Five programs, one SnO crystal: what cancels in the gap and what remains

Five programs with five sets of atomic potentials might be thought to disagree about a band gap as much as they disagree about the levels on either side of it. That disagreement about levels is large. In these runs the highest filled level lies at 5.25 eV in CP2K and at 9.82 eV in Quantum ESPRESSO, for the same atoms in the same places. A gap of only a few tenths of an eV, taken from such levels, looks hopeless.

Kohn-Sham DFT band gaps of SnO (P4/nmm, 4 atoms) from five programs in the same fixed cell, with PBE, no spin polarisation and no spin-orbit coupling. All runs use a 7×7×6 k mesh, on which both gaps are taken, and Fermi-Dirac smearing of 0.05 eV. The basis column gives the plane-wave cutoff; CP2K uses a Gaussian TZVP basis instead.

```
         program                            potentials    basis  gap (eV)  direct gap (eV)  gap less the median of the rows (eV)
            CP2K           GTH PBE with UZH TZVP basis  default     0.355          2.03700                                -0.026
          Ansatz                            Ansatz PAW   420 eV     0.372          2.07400                                -0.009
Quantum ESPRESSO               SSSP 1.3 efficiency PBE   816 eV     0.381          2.05100                                 0.000
            VASP  VASP PAW PBE potentials, recommended   520 eV     0.385          2.04600                                 0.004
          ABINIT                      JTH PAW PBE v2.0   626 eV     0.388          2.03900                                 0.007
```

The gaps nevertheless agree closely. They run from 0.355 to 0.388 eV, so their spread is more than a hundred times smaller than that of the highest filled level. The first thing to explain is this agreement. Only then is it worth asking why CP2K lies lowest and why Ansatz is irregular.

Why the large disagreement vanishes

An infinite crystal has no outside, and therefore no natural place where the electric potential is zero. Each program sets the average potential by its own convention, and the smoothed potentials that stand in for the atomic cores add their own contribution to that average. The effect is a constant C added to the potential everywhere. If a level ε belongs to a wave function ψ, the constant does only this:

(T + V + C) ψ = (ε + C) ψ

Here T is the kinetic energy and V the potential. The wave function stays as it was, and every level moves by the same C. The gap is the difference between the lowest empty and the highest filled level, so C drops out:

gap = (ε_empty + C) − (ε_filled + C) = ε_empty − ε_filled

The practical meaning is simple. A single level from a bulk calculation can't be compared between programs, nor read as an ionisation energy; that takes a surface or another common reference. A difference between two levels of the same run can be compared.

What could remain

With the constant gone, the remaining differences must come from how each potential and basis describes the states themselves. The simplest idea is that a program pushes all its empty levels up or down together against the filled ones. SnO allows a test, because the table holds two gaps. The gap in the first result column is indirect: it joins a filled and an empty state with different crystal momentum. The direct gap, near 2.05 eV, joins states of equal momentum and so reaches a different, much higher empty state.

If all empty levels moved together by an amount s, both gaps would change by s. A program that lies below the median in one gap would then lie below it by the same amount in the other. This prediction has no adjustable constant. For Ansatz it can be worked out at once:

predicted deviation of the direct gap = deviation of the indirect gap = −0.009 eV
computed deviation of the direct gap = 2.074 − 2.046 = +0.028 eV

Even the sign is wrong. Over all five rows the rigid shift misses the direct gap by 0.019 eV (root mean square), while simply assuming the median for every program misses by 0.014 eV. The idea is therefore worse than no idea. The small differences are not one common displacement of the empty levels; they depend on which state is looked at.

The irregular rows

Ansatz shows this most clearly. At the zone centre, where the crystal momentum is zero, its filled levels measured from the valence top agree with those of the other plane-wave programs to about 0.01 eV. Its empty levels there lie higher than theirs, which gives it the largest direct gap of the table. Yet its indirect gap is the second smallest, so the empty state at the bottom of the conduction band has not been raised with them.

Such selectivity is reasonable in theory. Atomic potentials are built mainly to reproduce the states that hold electrons in the atom, and empty crystal states may sample the atom differently. A limited basis also raises some states more than others. Ansatz was run with the lowest plane-wave cutoff, 420 eV, so the basis is one suspect. The number alone proves little, because the cutoff that a run needs depends on its atomic potentials, and those differ as well. Repeating the run with a higher cutoff would test the guess.

CP2K has the smallest indirect gap, 0.026 eV below the median. It differs from the other four programs in several ways at once. It treats the 4d electrons of tin as part of a fixed core, whereas the others let them respond to the crystal, and it builds its wave functions from functions centred on atoms instead of plane waves. Either choice, or the potential itself, could move the gap by this amount, and these runs can't separate them.

The difference in CP2K is not confined to the gap. Its pressure and its force on tin are both about twice the mean of the other four. All programs were given the same fixed cell, so these forces have not yet changed the gap. If each program relaxed the crystal, CP2K would probably settle at a different shape, and the gap of SnO is known to depend on the distance between its layers. Agreement at a fixed cell is thus a cleaner comparison of electronic levels than agreement after relaxation, but also an easier one to pass.

Quantum ESPRESSO, VASP and ABINIT remain. Their indirect gaps lie within 0.007 eV of one another, and their order deserves no explanation. Differences of this size are normal for working cutoffs and independently made potentials.

An error that all five share

Close agreement invites the conclusion that the gap is now known to a few hundredths of an eV. It is not, because the programs also share their choice of crystal momenta. The lowest conduction state of SnO, mainly tin 5p in character, is known to lie at the point M, halfway to the next reciprocal lattice point along both in-plane directions. The meshes used here are centred on zero momentum, and with seven divisions such a mesh contains no halfway point. The lowest empty level found on the mesh therefore lies somewhat above the true minimum, and the printed gap is too large for PBE at this cell.

The size of the error can be estimated roughly. The nearest mesh point misses M by 1/14 of a reciprocal lattice vector along each of the two directions. With the in-plane cell edge a of about 3.8 Å, the distance is

Δk = √2 · 2π / (14 a) ≈ 0.17 Å⁻¹

Near its minimum a band rises as a parabola. If the electron there is given the mass m of a free electron, the rise is

ħ² Δk² / 2m ≈ 3.8 eV Å² · (0.17 Å⁻¹)² ≈ 0.1 eV

The real band has its own curvature, so only the order of magnitude counts. Even so, the shared error is probably larger than the whole disagreement between the programs. It stays hidden in the comparison because all five bands should curve almost equally near M, which raises every gap by nearly the same amount.

The same holds for the physics that all rows have in common. PBE usually makes gaps too small, which acts against the error of the mesh but is just as common to all rows. Spin-orbit coupling, left out in every row, would also shift the tin 5p states somewhat. None of this shows up as a difference between programs.

A neighbouring series makes the contrast plain. If one program were kept and the functional changed from PBE to a hybrid, the gap would be expected to open by far more than the differences seen here, because the exact exchange mixed into a hybrid lowers the filled states against the empty ones. Changing the program at a fixed functional tests the numerical craft; changing the functional tests the physics.

For practical work this gives an order of priorities. Compare level differences, never bare levels, between programs. Before a second program is brought in to confirm a small indirect gap, repeat the first calculation with a mesh that contains the band edge. For SnO, a mesh centred on zero momentum with an even number of divisions in the plane is enough to include M.
